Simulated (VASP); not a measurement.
Input:

```
MgSe
1.0
    0.00000     2.74674     2.74674
    2.74674     0.00000     2.74674
    2.74674     2.74674     0.00000
Mg Se
1 1
Direct
  0.00000   0.00000   0.00000
  0.50000   0.50000   0.50000
```

Calculation: TPSS meta-GGA, VASP's PBE PAW potentials (set 64) (plane waves; VASP). Run with 520 eV cut-off, 9×9×9 Γ-centred mesh, tetrahedra with Blöchl corrections, potentials Mg Se.

What does the run give for the energy per atom (σ→0), band gap (over mesh and band path) with the smallest direct gap where there is one?

| Property | Value |
|---|---|
| band gap (over mesh and band path) | 2.05 eV |
| smallest direct gap (over mesh and band path) | 2.76 eV |
| energy per atom (σ→0) | -953.6 kJ/mol-atom |

Only differences to runs with the same potentials and settings are physical.

The compound is MgSe in the rock salt structure. It was relaxed first.
